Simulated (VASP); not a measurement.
Consider the following.

```
CsCl
1.0
    4.14288     0.00000    -0.04143
    0.00000     4.14288     0.00000
   -0.04143     0.00000     4.14288
Cs Cl
1 1
Direct
  0.00000   0.00000   0.00000
  0.50000   0.50000   0.50000
```

These are r2SCAN meta-GGA, VASP's PBE PAW potentials (set 64) (plane waves; VASP) values and carry that method's errors. Run with 480 eV cut-off, 6×6×6 Γ-centred mesh, Gaussian smearing of 0.050 eV, potentials Cs_sv Cl.

Unless said otherwise, spin-orbit coupling is left out, though it shifts the bands of the heavy elements here.

Problem. What does the run give for the energy per atom (σ→0), band gap (on the k-mesh) with the smallest direct gap where there is one?

Solution. 
The band gap (on the k-mesh) is 5.90 eV and the smallest direct gap (on the k-mesh) is 5.90 eV. The energy per atom (σ→0) comes out as -17.762 eV/atom.

The absolute energy has meaning only against runs of the same code, potentials and settings.

The compound is CsCl in the CsCl type structure. This cell was strained or had an atom moved on purpose.
